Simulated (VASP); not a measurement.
```xyz
3
Lattice="2.1440 -3.7136 0.0000 2.1440 3.7136 0.0000 0.0000 0.0000 5.9407" Properties=species:S:1:pos:R:3 pbc="T T T"
Te     2.7520    -2.6605     3.9605
Te     3.0721     0.0000     0.0000
Te     2.7520     2.6605     1.9802
```

These are LDA (Ceperley-Alder, Perdew-Zunger), VASP's LDA PAW potentials (set 64) (plane waves; VASP 6.6.1) values and carry that method's errors. Settings: 400 eV cut-off, 14×14×9 Γ-centred mesh, Gaussian smearing of 0.010 eV, potentials Te.

Estimate the energy per atom (σ→0), largest force.

```json
{
 "energy per atom (σ→0)": "-3804 meV/atom",
 "largest_force": "0.00212 Ry/bohr"
}
```

The absolute energy has meaning only against runs of the same code, potentials and settings.

The compound is Te in the trig structure. It was relaxed first, which changed the volume by -7 %.
